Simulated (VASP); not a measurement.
Here is the system:

```
CELL_PARAMETERS angstrom
      2.98861     0.00000     0.00000
     -1.49430     2.58821     0.00000
      0.00000     0.00000     7.30344
ATOMIC_POSITIONS crystal
  Mg 0.33333 0.66667 0.66564
  Mg 0.66667 0.33333 0.33436
  Zn 0.00000 0.00000 0.00000
  O  0.33333 0.66667 0.17259
  O  0.66667 0.33333 0.82741
  O  0.00000 0.00000 0.50000
```

The numbers are results of r2SCAN meta-GGA with spin-orbit coupling, VASP's PBE PAW potentials (set 64) (plane waves; VASP 6.6.1), not measurements. Numerical set-up: 520 eV cut-off, 8×8×3 Γ-centred mesh, Gaussian smearing of 0.050 eV, potentials Mg Zn O.

Problem. Estimate the energy per atom (σ→0), band gap (over mesh and band path) with the smallest direct gap where there is one.

Solution. 
```json
{
 "band gap (over mesh and band path)": "3.88 eV",
 "smallest direct gap (over mesh and band path)": "3.97 eV",
 "energy per atom (σ→0)": "-8380 meV/atom"
}
```

The absolute energy has meaning only against runs of the same code, potentials and settings.

The structure comes from a computed database's Mg2ZnO3 entry (P-3m1); how it stands against other phases isn't given here. It was relaxed first.
